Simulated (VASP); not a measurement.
A VASP calculation is set up with these files.

### POSCAR
```
PtS2
1
    3.5604567829     0.0000000000     0.0000000000
   -1.7802283915     3.0834460316     0.0000000000
    0.0000000000     0.0000000000     4.5434065351
Pt S
1 2
Direct
  0.0000000000   0.0000000000   0.0000000000
  0.6666670000   0.3333330000   0.7382256765
  0.3333330000   0.6666670000   0.2617743235
```

### INCAR
```
ALGO = Normal
EDIFF = 1E-8
EDIFFG = -0.001
ENCUT = 400
IBRION = 1
ISIF = 2
ISMEAR = 1
LASPH = T
LCHARG = F
LMAXMIX = 6
LREAL = F
LWAVE = F
NELM = 100
NSW = 30
PREC = Accurate
SIGMA = 0.1
SYSTEM = PtS2
```

### KPOINTS
```
Automatic
0
Gamma
9 9 6
0 0 0
```

POTCAR, in this order: Pt S (LDA.64 set). Program: vasp_std.

### Question
Write an equivalent input for Quantum ESPRESSO's pw.x.

### Answer
One equivalent input (not run):
```
&CONTROL
  calculation = 'relax'
  pseudo_dir = './pseudo'
  outdir = './out'
  tprnfor = .true.
  tstress = .true.
  nstep = 30
  forc_conv_thr = 3.9e-05
/
&SYSTEM
  ibrav = 0
  nat = 3
  ntyp = 2
  ecutwfc = 84
  occupations = 'smearing'
  smearing = 'methfessel-paxton'
  degauss = 0.00735
  input_dft = 'pz'
/
&ELECTRONS
  conv_thr = 7.3e-10
  electron_maxstep = 100
/
&IONS
/
ATOMIC_SPECIES
  Pt 195.084 Pt.upf
  S 32.060 S.upf
CELL_PARAMETERS angstrom
     3.5604568    0.0000000    0.0000000
    -1.7802284    3.0834460    0.0000000
     0.0000000    0.0000000    4.5434065
ATOMIC_POSITIONS crystal
  Pt   0.0000000  0.0000000  0.0000000
  S    0.6666670  0.3333330  0.7382257
  S    0.3333330  0.6666670  0.2617743
K_POINTS automatic
  9 9 6 0 0 0
```
What does not carry over: the potentials are each code's own (VASP's PAW set, PseudoDojo norm-conserving files in pw.x), so ENCUT and ecutwfc are chosen apart and not converted; conv_thr bounds pw.x's estimated SCF error, while EDIFF bounds the energy change between steps; forc_conv_thr acts on force components and is met together with etot_conv_thr.

The structure comes from a computed database's PtS2 entry (P-3m1); how it stands against other phases isn't given here. This run relaxes the ions in a fixed cell. Symmetry was kept, so distortions that lower it aren't found. The start is the result of an earlier pass.
